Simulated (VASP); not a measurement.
# Sr2MoO4: structure and properties in VASP, part 6 of 6

Aim: relax Sr2MoO4, then compute properties on the relaxed cell. The start is a computed cell from the Materials Project.

VASP 6.6.1; AM05, no spin polarisation; plane waves and PAW (Sr_sv, Mo_sv, O).

Still holding for the runs below: This run has no spin polarisation, although Mo can carry a moment.

So far. Step 6 (Density of states (AM05)): The finer mesh and the other smearing move the Fermi level by +0.05 eV from the 6×6×6 run, a small shift, which tests the Fermi level alone. Of the states within 0.3 eV of the Fermi level, the largest shares in the PAW spheres are Mo d 65 % and O p 16 %. The rest lies in smaller channels or between the spheres. The relaxed cell has a = 3.883, c = 12.866 Å (conventional setting).

## Step 8: Field gradients at the nuclei (AM05)

Field gradients probe how far the charge around each nucleus departs from cubic symmetry; LASPH keeps the non-spherical terms inside the spheres.

The input, INCAR:

```
SYSTEM = Sr2MoO4
PREC = Accurate
ENCUT = 520
EDIFF = 1E-07
NELM = 100
ISMEAR = 0
SIGMA = 0.05
LREAL = .FALSE.
ALGO = Normal
GGA = AM
NBANDS = 36
LASPH = .TRUE.
LORBIT = 11
LWAVE = .FALSE.
LCHARG = .FALSE.
KPAR = 4
LEFG = .TRUE.
```

The input, POSCAR:

```
Sr2MoO4
1.0
    0.0000000000     -3.8831294035      0.0000000000
   -3.8831294035      0.0000000000      0.0000000000
    1.9415647018     -1.9415647018     -6.4330387376
Sr Mo O
2 1 4
Direct
    0.3510785313      0.6489214687      0.2978429373
    0.6489214687      0.3510785313      0.7021570627
    0.0000000000      0.0000000000      0.0000000000
    0.5000000000      0.0000000000      0.0000000000
    0.0000000000      0.5000000000      0.0000000000
    0.8370382558      0.1629617442      0.3259234884
    0.1629617442      0.8370382558      0.6740765116
```

The input, KPOINTS:

```
Automatic mesh
0
Gamma
6 6 6
0 0 0
```

Potentials, in the order of the species: Sr_sv, Mo_sv and O (PBE family, release 64).

Started as:

```sh
mpirun -np 4 vasp_std
```

What it wrote:

```text
[... set-up lines as in an earlier step ...]
 entering main loop
       N       E                     dE             d eps       ncg     rms          rms(c)
[... 13 cycles as in an earlier step ...]
DAV:  14    -0.527773851813E+02   -0.22590E-04   -0.36762E-05  2620   0.312E-02    0.113E-02
DAV:  15    -0.527773864801E+02   -0.12988E-05   -0.67015E-06  2688   0.139E-02    0.446E-03
DAV:  16    -0.527773861597E+02    0.32048E-06   -0.11736E-06  2392   0.526E-03    0.313E-03
DAV:  17    -0.527773861321E+02    0.27602E-07   -0.84646E-08  1844   0.160E-03
ion   1
     0.0000000    -0.0000000     0.0000000     2.1413480    -0.0000000    -0.0000000
     0.0000516    -0.0000000     0.0000000     2.1413480    -0.0000000    -0.0000000
     0.0000711    -0.0000000     0.0000000     2.1413480    -0.0000000    -0.0000000
     0.0000979    -0.0000000     0.0000000     2.1413480    -0.0000000    -0.0000000
     0.0001348    -0.0000000     0.0000000     2.1413480    -0.0000000    -0.0000000

     0.0000000    -0.0000000     0.0000001    30.8135644    -0.0000001    -0.0000000
     0.0000516    -0.0000000     0.0000001    30.8119547    -0.0000001    -0.0000000
     0.0000711    -0.0000000     0.0000001    30.8110777    -0.0000001    -0.0000000
     0.0000979    -0.0000000     0.0000001    30.8096710    -0.0000001    -0.0000000
     0.0001348    -0.0000000     0.0000001    30.8074258    -0.0000001    -0.0000000

ion   2
     0.0000000    -0.0000000     0.0000000     2.1413480    -0.0000000    -0.0000000
     0.0000516    -0.0000000     0.0000000     2.1413480    -0.0000000    -0.0000000
     0.0000711    -0.0000000     0.0000000     2.1413480    -0.0000000    -0.0000000
     0.0000979    -0.0000000     0.0000000     2.1413480    -0.0000000    -0.0000000
     0.0001348    -0.0000000     0.0000000     2.1413480    -0.0000000    -0.0000000

     0.0000000    -0.0000000     0.0000001    30.8135644    -0.0000001    -0.0000000
     0.0000516    -0.0000000     0.0000001    30.8119547    -0.0000001    -0.0000000
     0.0000711    -0.0000000     0.0000001    30.8110777    -0.0000001    -0.0000000
     0.0000979    -0.0000000     0.0000001    30.8096710    -0.0000001    -0.0000000
     0.0001348    -0.0000000     0.0000001    30.8074258    -0.0000001    -0.0000000

ion   3
     0.0000000    -0.0000000     0.0000000     3.6492941    -0.0000000     0.0000000
     0.0000532    -0.0000000     0.0000000     3.6492941    -0.0000000     0.0000000
     0.0000733    -0.0000000     0.0000000     3.6492941    -0.0000000     0.0000000
     0.0001009    -0.0000000     0.0000000     3.6492940    -0.0000000     0.0000000
     0.0001390    -0.0000000     0.0000000     3.6492939    -0.0000000     0.0000000

     0.0000000    -0.0000000     0.0000001   -48.7739157    -0.0000001    -0.0000000
     0.0000532    -0.0000000     0.0000001   -48.7655441    -0.0000001    -0.0000000
     0.0000733    -0.0000000     0.0000001   -48.7609684    -0.0000001    -0.0000000
     0.0001009    -0.0000000     0.0000001   -48.7536165    -0.0000001    -0.0000000
     0.0001390    -0.0000000     0.0000001   -48.7418561    -0.0000001    -0.0000000

ion   4
     0.0000000    -0.0000000     0.0000000    -2.1973249    -0.0000000    -1.4362104
     0.0000293    -0.0000000     0.0000000    -2.1973248    -0.0000000    -1.4362104
     0.0000403    -0.0000000     0.0000000    -2.1973248    -0.0000000    -1.4362104
     0.0000555    -0.0000000     0.0000000    -2.1973248    -0.0000000    -1.4362104
     0.0000765    -0.0000000     0.0000000    -2.1973248    -0.0000000    -1.4362104

     0.0000000    -0.0000000     0.0000000    -3.1207450    -0.0000000     1.0277984
     0.0000293    -0.0000000     0.0000000    -3.1207446    -0.0000000     1.0277975
     0.0000403    -0.0000000     0.0000000    -3.1207444    -0.0000000     1.0277969
     0.0000555    -0.0000000     0.0000000    -3.1207440    -0.0000000     1.0277958
     0.0000765    -0.0000000     0.0000000    -3.1207434    -0.0000000     1.0277940

ion   5
     0.0000000    -0.0000000     0.0000000    -2.1973249    -0.0000000     1.4362104
     0.0000293    -0.0000000     0.0000000    -2.1973248    -0.0000000     1.4362104
     0.0000403    -0.0000000     0.0000000    -2.1973248    -0.0000000     1.4362104
     0.0000555    -0.0000000     0.0000000    -2.1973248    -0.0000000     1.4362104
     0.0000765    -0.0000000     0.0000000    -2.1973248    -0.0000000     1.4362104

     0.0000000    -0.0000000     0.0000000    -3.1207450    -0.0000000    -1.0277984
     0.0000293    -0.0000000     0.0000000    -3.1207446    -0.0000000    -1.0277975
     0.0000403    -0.0000000     0.0000000    -3.1207444    -0.0000000    -1.0277969
     0.0000555    -0.0000000     0.0000000    -3.1207440    -0.0000000    -1.0277958
     0.0000765    -0.0000000     0.0000000    -3.1207434    -0.0000000    -1.0277940

ion   6
     0.0000000    -0.0000000     0.0000000    -4.0152786    -0.0000000    -0.0000000
     0.0000293    -0.0000000     0.0000000    -4.0152786    -0.0000000    -0.0000000
     0.0000403    -0.0000000     0.0000000    -4.0152786    -0.0000000    -0.0000000
     0.0000555    -0.0000000     0.0000000    -4.0152785    -0.0000000    -0.0000000
     0.0000765    -0.0000000     0.0000000    -4.0152784    -0.0000000    -0.0000000

     0.0000000    -0.0000000     0.0000000   -14.4513491    -0.0000000    -0.0000000
     0.0000293    -0.0000000     0.0000000   -14.4513451    -0.0000000    -0.0000000
     0.0000403    -0.0000000     0.0000000   -14.4513425    -0.0000000    -0.0000000
     0.0000555    -0.0000000     0.0000000   -14.4513380    -0.0000000    -0.0000000
     0.0000765    -0.0000000     0.0000000   -14.4513304    -0.0000000    -0.0000000

ion   7
     0.0000000    -0.0000000     0.0000000    -4.0152786    -0.0000000    -0.0000000
     0.0000293    -0.0000000     0.0000000    -4.0152786    -0.0000000    -0.0000000
     0.0000403    -0.0000000     0.0000000    -4.0152786    -0.0000000    -0.0000000
     0.0000555    -0.0000000     0.0000000    -4.0152785    -0.0000000    -0.0000000
     0.0000765    -0.0000000     0.0000000    -4.0152784    -0.0000000    -0.0000000

     0.0000000    -0.0000000     0.0000000   -14.4513491    -0.0000000    -0.0000000
     0.0000293    -0.0000000     0.0000000   -14.4513451    -0.0000000    -0.0000000
     0.0000403    -0.0000000     0.0000000   -14.4513425    -0.0000000    -0.0000000
     0.0000555    -0.0000000     0.0000000   -14.4513380    -0.0000000    -0.0000000
     0.0000765    -0.0000000     0.0000000   -14.4513304    -0.0000000    -0.0000000

   1 F= -.52777386E+02 E0= -.52775359E+02  d E =-.405488E-02
```

Elapsed: 22 s, on 4 MPI ranks of Intel Xeon 6975P-C (Granite Rapids), shared host; peak memory 1.1 GiB.

Parts of OUTCAR (step 8):

```text
   NELECT =      58.0000    total number of electrons

 E-fermi :   6.1275

 k-point     1 :       0.0000    0.0000    0.0000
  band No.  band energies     occupation
    ...
     27       3.0298      2.00000
     28       3.0299      2.00000
     29       4.2599      2.00000
     30       5.4247      2.00000
     31       5.4247      2.00000
     32       7.7945      0.00000
     33       8.4232      0.00000
     34       8.4688      0.00000
     35       9.1936      0.00000
     36       9.2959      0.00000

  Total       -0.0103122     -0.0103122     -0.0153605      0.0000000     -0.0000000      0.0000000
  in kB       -0.1703261     -0.1703261     -0.2537088      0.0000000     -0.0000000      0.0000000
  external PRESSURE =      -0.1981203 kB  Pullay stress =       0.0000000 kB

 POSITION                                       TOTAL-FORCE (eV/Angst)
 -----------------------------------------------------------------------------------
     -1.94156     -1.94156     -1.91604        -0.000000      0.000000      0.006750
      0.00000     -3.88313     -4.51700         0.000000     -0.000000     -0.006750
      0.00000      0.00000      0.00000         0.000000     -0.000000      0.000000
      0.00000     -1.94156      0.00000         0.000000      0.000000      0.000000
     -1.94156      0.00000      0.00000         0.000000      0.000000      0.000000
      0.00000     -3.88313     -2.09668         0.000000     -0.000000     -0.007972
     -1.94156     -1.94156     -4.33636        -0.000000      0.000000      0.007972
 -----------------------------------------------------------------------------------
    total drift:                                0.000000     -0.000000     -0.000000

  FREE ENERGIE OF THE ION-ELECTRON SYSTEM (eV)
  ---------------------------------------------------
  free  energy   TOTEN  =       -52.7773861321 eV

  energy  without entropy=      -52.7733312508  energy(sigma->0) =      -52.77535869

 Electric field gradients after diagonalization (V/A^2)
 (convention: |V_zz| > |V_xx| > |V_yy|)
----------------------------------------------------------------------
 ion       V_xx      V_yy      V_zz     asymmetry (V_yy - V_xx)/ V_zz
----------------------------------------------------------------------
   1      18.174    18.174   -36.349       0.000
   2      18.174    18.174   -36.349       0.000
   3     -30.106   -30.105    60.211       0.000
   4       5.661     0.464    -6.125       0.848
   5       5.661     0.464    -6.125       0.848
   6     -10.257   -10.256    20.513       0.000
   7     -10.257   -10.256    20.513       0.000
----------------------------------------------------------------------

[... 9 parts as in an earlier step ...]

[... 8 further parts left out ...]
```

This step gave:

```yaml
scf_cycles: 17
irreducible_k_points: 30
free_energy_toten: -52.7774 eV
fermi_energy: 6.128 eV
pressure: -0.01981 GPa
```

Electric field gradients, by row:

```tsv
atom	Vxx (V/Å²)	Vyy (V/Å²)	Vzz (V/Å²)	asymmetry
Sr1	18.17	18.17	-36.35	0
Sr2	18.17	18.17	-36.35	0
Mo3	-30.11	-30.11	60.21	0
O4	5.661	0.464	-6.125	0.848
O5	5.661	0.464	-6.125	0.848
O6	-10.26	-10.26	20.51	0
O7	-10.26	-10.26	20.51	0
```

The largest gradient, 60.21 V/Å², sits on Mo3; times the quadrupole moment of a nucleus that has one, it gives the coupling that NMR and NQR see.

## Step 9: Outcome

- relaxed volume: 13.86 Å³/atom
- relaxed conventional cell a, b, c: 3.883, 3.883, 12.866 Å
- space group after relaxing, within 0.02 Å: I4/mmm (No. 139)
- band gap: none, a metal
- DOS at the Fermi level: 2.39 states/eV/cell
- highest zone-centre mode: 689 cm⁻¹
- largest field gradient Vzz: 60.21 V/Å² on Mo3

In words: With AM05, Sr2MoO4 relaxes to 13.86 Å³/atom in space group I4/mmm (held by the symmetry of the run) and comes out as a metal. Band structure (AM05): Of the bands kept, 3 cross the Fermi level on this path. Vibrations at Γ (AM05): The highest mode in this list at Γ, 689.4 cm⁻¹, is mostly motion of O (89 % of the kinetic energy). Spin-orbit coupling is left out; it would split some degenerate bands. Magnetism was not tested. Modes at Γ alone can't show that the crystal is stable at other wave vectors. No search among competing phases was made, and a listed structure need not be the one stable at ambient conditions. All values are for a static lattice at zero temperature.

[Lines on the potential files, build, host, timing and source positions are cut from VASP's logs without a mark.]

[Logs are printed without paths, hosts, clocks, repeated set-up lines and the standing remarks that a program may print on its own settings, such as how far it seeks lower states.]

[Hosts, paths, dates, database ids (printed as entryN), source tags and the programs' standing remarks are cut or masked in the printed files.]

[A measured line is paired with the nearest computed mode of its activity, which favours agreement.]
